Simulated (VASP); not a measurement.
Data:

```
CELL_PARAMETERS angstrom
      4.32979     0.00000     0.00000
     -2.16489     3.74971     0.00000
      0.00000     0.00000     5.04750
ATOMIC_POSITIONS crystal
  Ba 0.33333 0.66667 0.00078
  Ga 0.00000 0.00000 0.54410
  Ge 0.66667 0.33333 0.44898
  H  0.00000 0.00000 0.88603
```

All values below come from PBEsol GGA, VASP's PBE PAW potentials (set 64) (plane waves; VASP 6.6.1). Settings: 400 eV cut-off, 7×7×5 Γ-centred mesh, tetrahedra with Blöchl corrections, potentials Ba_sv Ga_d Ge_d H.

Task: Estimate the energy per atom (σ→0).

Result: 
The energy per atom (σ→0) comes out as -3.961 eV/atom.

Total energies compare only between runs with the same potentials, cut-off and functional.

The structure comes from a computed database's BaGaGeH entry (P3m1); how it stands against other phases isn't given here. It was relaxed first, which changed the volume by -6 %.
